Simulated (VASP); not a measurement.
## GaN: GW quasiparticle gap

How does the gap of GaN change from the starting functional to GW? The cell is of the zinc-blende type, one of the forms listed for this formula. The start is a computed cell from the Materials Project.

Program: VASP 6.6.1. Level of theory: PBE; plane waves and PAW (Ga_d_GW, N_GW), in the first sound run; inputs show where later runs differ. Results are calculated unless marked as measured.

## Step 1: The starting structure

It takes space group F-43m (No. 216, cubic). The conventional cell has a = 4.507 Å, b = 4.507 Å, c = 4.507 Å, α = 90.00°, β = 90.00°, γ = 90.00°. Nearest to Ga lie 4 N at 1.95 Å. Nearest to N lie 4 Ga at 1.95 Å. Farther neighbours and most contacts between anions are not listed.

As a file:

```cif
data_structure
_symmetry_space_group_name_H-M 'P 1'
_symmetry_Int_Tables_number 1
_cell_length_a 3.1869
_cell_length_b 3.1869
_cell_length_c 3.1869
_cell_angle_alpha 60.000
_cell_angle_beta 60.000
_cell_angle_gamma 60.000
_cell_volume 22.89
loop_
_atom_site_label
_atom_site_type_symbol
_atom_site_fract_x
_atom_site_fract_y
_atom_site_fract_z
_atom_site_occupancy
Ga1 Ga 0.00000 0.00000 0.00000 1
N2 N 0.25000 0.25000 0.25000 1
```

## Step 2: Empty bands, functional PBE

ALGO = Exact makes the empty bands from the converged ground state in one step. LOPTICS writes the k-derivatives of the orbitals (WAVEDER), which give the long-wavelength limit of the screening.

File INCAR:

```
SYSTEM = GaN
PREC = Accurate
ENCUT = 450
ISMEAR = 0
SIGMA = 0.01
LREAL = .FALSE.
GGA = PE
NBANDS = 72
ALGO = Exact
NELM = 1
LWAVE = .TRUE.
LCHARG = .FALSE.
LOPTICS = .TRUE.
NEDOS = 1000
CSHIFT = 0.1
```

File POSCAR:

```
GaN
1.0
    0.0000000000      2.2535006075      2.2535006075
    2.2535006075      0.0000000000      2.2535006075
    2.2535006075      2.2535006075      0.0000000000
Ga N
1 1
Direct
    0.0000000000      0.0000000000      0.0000000000
    0.2500000000      0.2500000000      0.2500000000
```

File KPOINTS:

```
Automatic mesh
0
Gamma
6 6 6
0 0 0
```

PAW data sets: Ga_d_GW and N_GW (PBE family, release 64).

The run is started by

```sh
> mpirun -np 8 vasp_std
```

Output:

```text
[banner, memory and clock lines left out]
running    8 mpi-ranks, on    1 nodes
 distrk:  each k-point on    8 cores,    1 groups
 distr:  one band on    1 cores,    8 groups

 POSCAR found type information on POSCAR GaN
 POSCAR found :  2 types and       2 ions
|                                                                             |
|           W    W    AA    RRRRR   N    N  II  N    N   GGGG   !!!           |
|           W    W   A  A   R    R  NN   N  II  NN   N  G    G  !!!           |
|           W    W  A    A  R    R  N N  N  II  N N  N  G       !!!           |
|           W WW W  AAAAAA  RRRRR   N  N N  II  N  N N  G  GGG   !            |
|           WW  WW  A    A  R   R   N   NN  II  N   NN  G    G                |
|           W    W  A    A  R    R  N    N  II  N    N   GGGG   !!!           |
|                                                                             |
|     For optimal performance we recommend to set                             |
|       NCORE = 2 up to number-of-cores-per-socket                            |
|     NCORE specifies how many cores store one orbital (NPAR=cpu/NCORE).      |
|     This setting can greatly improve the performance of VASP for DFT.       |
|     The default, NCORE=1 might be grossly inefficient on modern             |
|     multi-core architectures or massively parallel machines. Do your        |
|     Unfortunately you need to use the default for GW and RPA                |
|     calculations (for HF NCORE is supported but not extensively tested      |
|     yet).                                                                   |
|                                                                             |

 LDA part: xc-table for (Slater+PW92), standard interpolation
 found WAVECAR, reading the header
  number of bands has changed, file:    15 present:    72
  trying to continue reading WAVECAR, but it might fail
 POSCAR, INCAR and KPOINTS ok, starting setup
 FFT: planning ... GRIDC
 FFT: planning ... GRID_SOFT
 FFT: planning ... GRID
 reading WAVECAR
 random initialization beyond band           15
 the WAVECAR file was read successfully
 initial charge from wavefunction
 entering main loop
       N       E                     dE             d eps       ncg     rms          rms(c)
DIA:   1    -0.121252374664E+02   -0.12125E+02    0.00000E+00     0   0.000E+00
   1 F= -.12125237E+02 E0= -.12125237E+02  d E =-.227548E-29
 writing wavefunctions
 optical routines
 imaginary and real dielectric function
 recalculating local potential from charge density
 direction            1
 direction            2
 direction            3
```

Run time: 5.4 s. Hardware: 8 MPI ranks of AMD EPYC 7R43, shared host; peak memory 0.71 GiB.

The logs omit lines about the potential files and the build; timing stands in the text.

From OUTCAR (step 2):

```text
ion  position               nearest neighbor table
   1  0.000  0.000  0.000-   2 1.95   2 1.95   2 1.95   2 1.95
   2  0.250  0.250  0.250-   1 1.95   1 1.95   1 1.95   1 1.95

  LATTYP: Found a face centered cubic cell.
 ALAT       =     4.5070012150

 Subroutine GETGRP returns: Found 24 space group operations
 (whereof 24 operations were pure point group operations)

The static configuration has the point symmetry T_d .

 Found     16 irreducible k-points:

   k-points           NKPTS =     16   k-points in BZ     NKDIM =     16   number of bands    NBANDS=     72

   dimension x,y,z NGX =    24 NGY =   24 NGZ =   24
   dimension x,y,z NGXF=    48 NGYF=   48 NGZF=   48

   ENCUT  =  450.0 eV  33.07 Ry    5.75 a.u.   5.51  5.51  5.51*2*pi/ulx,y,z

   NELECT =      18.0000    total number of electrons

 k-points in reciprocal lattice and weights: Automatic mesh
   0.00000000  0.00000000  0.00000000       0.005
   0.16666667  0.00000000  0.00000000       0.037
   0.33333333  0.00000000  0.00000000       0.037
   0.50000000  0.00000000  0.00000000       0.019
   0.16666667  0.16666667  0.00000000       0.028
   0.33333333  0.16666667  0.00000000       0.111
   0.50000000  0.16666667  0.00000000       0.111
  -0.33333333  0.16666667  0.00000000       0.111
  -0.16666667  0.16666667  0.00000000       0.056
[...]
-0.33333333  0.33333333  0.16666667       0.111
  -0.33333333  0.50000000  0.16666667       0.056

 average (electrostatic) potential at core
       1 -63.7274       2 -61.4090

 E-fermi :   5.1745

 k-point     1 :       0.0000    0.0000    0.0000
  band No.  band energies     occupation
    ...
      5      -8.0769      2.00000
      6      -8.0769      2.00000
      7       5.0978      2.00000
      8       5.0978      2.00000
      9       5.0978      2.00000
     10       6.8203      0.00000
     11      15.3897      0.00000
     12      15.3897      0.00000
     13      15.3897      0.00000
     14      22.7158      0.00000
    ...

 k-point     2 :       0.1667    0.0000    0.0000
  band No.  band energies     occupation
    ...
      5      -8.0783      2.00000
      6      -8.0783      2.00000
      7       2.8139      2.00000
      8       4.8276      2.00000
      9       4.8276      2.00000
     10       8.4316      0.00000
     11      14.3525      0.00000
     12      15.7452      0.00000
     13      15.7452      0.00000
     14      21.8684      0.00000
    ...

 k-point     3 :       0.3333    0.0000    0.0000
  band No.  band energies     occupation
    ...
      5      -8.0561      2.00000
      6      -7.5924      2.00000
      7      -0.2621      2.00000
      8       4.3496      2.00000
      9       4.3496      2.00000
     10       9.5607      0.00000
     11      13.7371      0.00000
     12      15.7162      0.00000
     13      15.7162      0.00000
     14      20.7182      0.00000
    ...

  Total        0.4963975      0.4963975      0.4963975      0.0000000      0.0000000      0.0000000
  in kB       34.7485860     34.7485860     34.7485860      0.0000000      0.0000000      0.0000000
  external PRESSURE =      34.7485860 kB  Pullay stress =       0.0000000 kB

  energy-cutoff  :      450.00
  volume of cell :       22.89
      direct lattice vectors                 reciprocal lattice vectors
     0.000000000  2.253500607  2.253500607    -0.221877020  0.221877020  0.221877020
     2.253500607  0.000000000  2.253500607     0.221877020 -0.221877020  0.221877020
     2.253500607  2.253500607  0.000000000     0.221877020  0.221877020 -0.221877020

 POSITION                                       TOTAL-FORCE (eV/Angst)
 -----------------------------------------------------------------------------------
      0.00000      0.00000      0.00000         0.000000      0.000000      0.000000
      1.12675      1.12675      1.12675        -0.000000     -0.000000     -0.000000
 -----------------------------------------------------------------------------------
    total drift:                                0.000016      0.000016      0.000016

  FREE ENERGIE OF THE ION-ELECTRON SYSTEM (eV)
  ---------------------------------------------------
  free  energy   TOTEN  =       -12.1252374664 eV

  energy  without entropy=      -12.1252374664  energy(sigma->0) =      -12.12523747

 plasma frequency squared (from intraband transitions) (eV^2)
  --------------------------------------------------------------------------------------
       0.000      -0.000       0.000
      -0.000       0.000      -0.000
       0.000      -0.000       0.000

[... 3 further parts left out ...]
```

The gap is read on the k-mesh alone, so it is an upper bound where the band edges lie off the mesh.

A gap read on the k-mesh alone can miss the band edges.

This step gave:

| Property | Result |
| --- | --- |
| gap on the k-mesh | 1.722 eV |
| least direct gap on the k-mesh | 1.722 eV |

WAVECAR now holds 72 bands for 18 electrons. Its independent-particle dielectric tensor has xx, yy, zz = 7.0, 7.0, 7.0 on this mesh, which isn't tested for convergence in mesh or bands and lacks local fields.

## Step 3: G0W0, functional PBE, start PBE

This step: G0W0 on PBE; plane waves and PAW (Ga_d_GW, N_GW) (VASP 6.6.1).

One pass of GW corrects the levels to first order, with G and W from the starting orbitals.

File INCAR:

```
SYSTEM = GaN
PREC = Accurate
ENCUT = 450
ISMEAR = 0
SIGMA = 0.01
LREAL = .FALSE.
GGA = PE
NBANDS = 72
ALGO = EVGW0
NELMGW = 1
ENCUTGW = 120
NOMEGA = 64
PRECFOCK = Fast
NBANDSGW = 24
LWAVE = .FALSE.
LCHARG = .FALSE.
```

POSCAR is that of step 2.

KPOINTS is that of step 2.

The run is started by

```sh
> mpirun -np 8 vasp_std
```

Output:

```text
[banner, memory and clock lines left out]
running    8 mpi-ranks, on    1 nodes
 distrk:  each k-point on    8 cores,    1 groups
 distr:  one band on    1 cores,    8 groups

 POSCAR found type information on POSCAR GaN
 POSCAR found :  2 types and       2 ions
 [... a notice as in an earlier step ...]

|                                                                             |
|           W    W    AA    RRRRR   N    N  II  N    N   GGGG   !!!           |
|           W    W   A  A   R    R  NN   N  II  NN   N  G    G  !!!           |
|           W    W  A    A  R    R  N N  N  II  N N  N  G       !!!           |
|           W WW W  AAAAAA  RRRRR   N  N N  II  N  N N  G  GGG   !            |
|           WW  WW  A    A  R   R   N   NN  II  N   NN  G    G                |
|           W    W  A    A  R    R  N    N  II  N    N   GGGG   !!!           |
|                                                                             |
|     The default for ENCUTGWSOFT is different in this version of VASP.       |
|     please manually set ENCUTGWSOFT =120 in the INCAR file.                 |
|                                                                             |

 LDA part: xc-table for (Slater+PW92), standard interpolation
 found WAVECAR, reading the header
 POSCAR, INCAR and KPOINTS ok, starting setup
 FFT: planning ... GRIDC
 FFT: planning ... GRID_SOFT
 FFT: planning ... GRID
 reading WAVECAR
 the WAVECAR file was read successfully
 initial charge from wavefunction
 available memory per node:     82.49 GB, setting MAXMEM to     84473

 The Fermi energy was updated, please check that it is located mid-gap
 values below the HOMO (VB) or above the LUMO (CB) will cause erroneous energies
 E-fermi :   5.9591

 calculate exact exchange contribution
 the WAVEDER file was read successfully
energies w=
    0.000    0.000    0.563    0.000    1.125    0.000    1.685    0.000
    2.240    0.000    2.792    0.000    3.337    0.000    3.876    0.000
    4.408    0.000    4.934    0.000    5.452    0.000    5.963    0.000
    6.466    0.000    6.963    0.000    7.454    0.000    7.939    0.000
    8.419    0.000    8.895    0.000    9.367    0.000    9.837    0.000
   10.304    0.000   10.771    0.000   11.238    0.000   11.707    0.000
   12.178    0.000   12.653    0.000   13.133    0.000   13.619    0.000
   14.114    0.000   14.617    0.000   15.132    0.000   15.661    0.000
   16.204    0.000   16.765    0.000   17.347    0.000   17.951    0.000
   18.582    0.000   19.243    0.000   19.938    0.000   20.672    0.000
   21.451    0.000   22.281    0.000   23.169    0.000   24.125    0.000
   25.161    0.000   26.287    0.000   27.521    0.000   28.880    0.000
   30.389    0.000   32.077    0.000   33.981    0.000   36.148    0.000
   38.641    0.000   41.541    0.000   44.961    0.000   49.056    0.000
   54.048    0.000   60.267    0.000   68.225    0.000   78.760    0.000
   93.347    0.000  114.844    0.000  149.610    0.000  215.232    0.000
 responsefunction array rank=      80
 LDA part: xc-table for (Slater+PW92), standard interpolation

 min. memory requirement per mpi rank    125.1 MB, per node   1001.2 MB

 allocating   8 responsefunctions rank=    80
 shmem allocating  64 responsefunctions rank=    80
 response function shared by NCSHMEM nodes    1
 Doing            8  frequencies on each core in blocks of           64
NQ=   1    0.0000    0.0000    0.0000,
|.........|.........|.........|.........|.........|.........|.........|.........
 performed        300000 updates of chi_q(r,r)
 total number of BLAS operations         10.15 Gflops
NQ=   2    0.1667    0.0000    0.0000,
|.........|.........|.........|.........|.........|.........|.........|.........
 performed        835000 updates of chi_q(r,r)
 total number of BLAS operations         26.61 Gflops
NQ=   3    0.3333    0.0000    0.0000,
|.........|.........|.........|.........|.........|.........|.........|.........
 performed       1370000 updates of chi_q(r,r)
 total number of BLAS operations         45.83 Gflops
NQ=   4    0.5000    0.0000    0.0000,
|.........|.........|.........|.........|.........|.........|.........|.........
 performed       1822000 updates of chi_q(r,r)
 total number of BLAS operations         63.56 Gflops
NQ=   5    0.1667    0.1667    0.0000,
|.........|.........|.........|.........|.........|.........|.........|.........
 performed       2357000 updates of chi_q(r,r)
 total number of BLAS operations         81.10 Gflops
NQ=   6    0.3333    0.1667    0.0000,
|.........|.........|.........|.........|.........|.........|.........|.........
 performed       3189000 updates of chi_q(r,r)
 total number of BLAS operations        111.89 Gflops
NQ=   7    0.5000    0.1667    0.0000,
|.........|.........|.........|.........|.........|.........|.........|.........
 performed       4021000 updates of chi_q(r,r)
 total number of BLAS operations        143.60 Gflops
NQ=   8   -0.3333    0.1667    0.0000,
|.........|.........|.........|.........|.........|.........|.........|.........
 performed       4853000 updates of chi_q(r,r)
 total number of BLAS operations        175.31 Gflops
NQ=   9   -0.1667    0.1667    0.0000,
|.........|.........|.........|.........|.........|.........|.........|.........
 performed       5574000 updates of chi_q(r,r)
 total number of BLAS operations        198.23 Gflops
NQ=  10    0.3333    0.3333    0.0000,
|.........|.........|.........|.........|.........|.........|.........|.........
 performed       6109000 updates of chi_q(r,r)
 total number of BLAS operations        220.43 Gflops
NQ=  11    0.5000    0.3333    0.0000,
|.........|.........|.........|.........|.........|.........|.........|.........
 performed       6941000 updates of chi_q(r,r)
 total number of BLAS operations        255.92 Gflops
NQ=  12   -0.3333    0.3333    0.0000,
|.........|.........|.........|.........|.........|.........|.........|.........
 performed       7662000 updates of chi_q(r,r)
 total number of BLAS operations        281.84 Gflops
NQ=  13    0.5000    0.5000    0.0000,
|.........|.........|.........|.........|.........|.........|.........|.........
 performed       8065000 updates of chi_q(r,r)
 total number of BLAS operations        295.08 Gflops
NQ=  14    0.5000    0.3333    0.1667,
|.........|.........|.........|.........|.........|.........|.........|.........
 performed       9001000 updates of chi_q(r,r)
 total number of BLAS operations        326.72 Gflops
NQ=  15   -0.3333    0.3333    0.1667,
|.........|.........|.........|.........|.........|.........|.........|.........
 performed       9881000 updates of chi_q(r,r)
 total number of BLAS operations        357.41 Gflops
NQ=  16   -0.3333    0.5000    0.1667,
|.........|.........|.........|.........|.........|.........|.........|.........
 performed      10606000 updates of chi_q(r,r)
 total number of BLAS operations        387.49 Gflops
 resolving degeneracies of screened two electron integrals

 calculate QP shifts <psi_nk| G(iteration)W_0 |psi_nk>: iteration 1
 entering main loop
```

The job ended after 2 min (8 MPI ranks; peak memory 1.2 GiB).

OUTCAR, selected parts (step 3):

```text
The static configuration has the point symmetry T_d .

 Found     16 irreducible k-points:

   k-points           NKPTS =     16   k-points in BZ     NKDIM =    216   number of bands    NBANDS=     72

   NELECT =      18.0000    total number of electrons

 E-fermi :   5.9591

 QP shifts <psi_nk| G(iteration)W_0 |psi_nk>: iteration 1
 for sc-GW calculations column KS-energies equals QP-energies in previous step
 and V_xc(KS)=  KS-energies - (<T + V_ion + V_H > + <T+V_H+V_ion>^1  + <V_x>^1)
 k-point   1 :       0.0000    0.0000    0.0000
  band No.  KS-energies  QP-energies   sigma(KS)   V_xc(KS)     V^pw_x(r,r')   Z            occupation Imag(sigma)
    ...
      6      -8.0769     -11.2647     -26.1548     -21.8074     -35.1863       0.7333       2.0000       0.1416
      7       5.0978       4.6661     -18.2967     -17.7320     -21.3412       0.7645       2.0000       0.0596
      8       5.0978       4.6661     -18.2967     -17.7320     -21.3412       0.7645       2.0000       0.0596
      9       5.0978       4.6661     -18.2967     -17.7320     -21.3412       0.7645       2.0000       0.0596
     10       6.8203       7.4928     -12.5116     -13.3584      -9.0917       0.7941       0.0000      -0.0554
     11      15.3897      16.1602     -10.4522     -11.4287      -5.3700       0.7891       0.0000      -0.1101
     12      15.3897      16.1602     -10.4522     -11.4287      -5.3700       0.7891       0.0000      -0.1101
     13      15.3897      16.1602     -10.4522     -11.4287      -5.3700       0.7891       0.0000      -0.1101
    ...

 k-point   2 :       0.1667    0.0000    0.0000
  band No.  KS-energies  QP-energies   sigma(KS)   V_xc(KS)     V^pw_x(r,r')   Z            occupation Imag(sigma)
    ...
      6      -8.0783     -11.2624     -26.1481     -21.8023     -35.1818       0.7327       2.0000       0.1427
      7       2.8139       2.1738     -16.7237     -15.8781     -19.9341       0.7570       2.0000       0.0783
      8       4.8276       4.3617     -18.0662     -17.4564     -21.1554       0.7641       2.0000       0.0619
      9       4.8276       4.3617     -18.0662     -17.4564     -21.1554       0.7641       2.0000       0.0619
     10       8.4316       9.2080     -13.2032     -14.1932      -9.6526       0.7843       0.0000      -0.0598
     11      14.3525      15.1884     -10.9622     -12.0273      -5.9627       0.7848       0.0000      -0.1077
     12      15.7452      16.5343     -10.6433     -11.6524      -5.4469       0.7820       0.0000      -0.1245
     13      15.7452      16.5343     -10.6433     -11.6524      -5.4469       0.7820       0.0000      -0.1245
    ...

 k-point   3 :       0.3333    0.0000    0.0000
  band No.  KS-energies  QP-energies   sigma(KS)   V_xc(KS)     V^pw_x(r,r')   Z            occupation Imag(sigma)
    ...
      6      -7.5924     -10.1133     -23.3437     -19.8729     -31.8725       0.7263       2.0000       0.3644
      7      -0.2621      -1.1197     -15.5394     -14.3659     -19.7106       0.7308       2.0000       0.1603
      8       4.3496       3.8312     -17.7099     -17.0297     -20.8861       0.7622       2.0000       0.0660
      9       4.3496       3.8312     -17.7099     -17.0297     -20.8861       0.7622       2.0000       0.0660
     10       9.5607      10.3831     -12.0358     -13.0758      -7.8799       0.7908       0.0000      -0.0713
     11      13.7371      14.6589     -12.3876     -13.6038      -7.2436       0.7579       0.0000      -0.1236
     12      15.7162      16.4343     -10.6195     -11.5369      -5.4669       0.7827       0.0000      -0.1323
     13      15.7162      16.4343     -10.6195     -11.5369      -5.4669       0.7827       0.0000      -0.1323
    ...

[... 7 parts as in an earlier step ...]

[... 5 further parts left out ...]
```

This step gave:

| Item | Value |
| --- | --- |
| quasiparticle gap on the mesh | 2.827 eV |
| smallest direct quasiparticle gap on the mesh | 2.827 eV |
| gap of the starting orbitals on the mesh | 1.722 eV |

GW takes the gap from 1.722 to 2.827 eV. Spin-orbit coupling is left out. The value holds for 72 bands, ENCUTGW = 120 eV and this mesh, and isn't shown to be converged in them.

(Continued in part 2 of 5.)

[Lines on the potential files, build, host, timing and source positions are cut from VASP's logs without a mark.]

[Logs are printed without paths, hosts, clocks, repeated set-up lines and the standing remarks that a program may print on its own settings, such as how far it seeks lower states.]

[Hosts, paths, dates, database ids (printed as entryN), source tags and the programs' standing remarks are cut or masked in the printed files.]

[Pressures printed for these runs are not shown converged in the cutoff: they can be off by several GPa and have the wrong sign.]
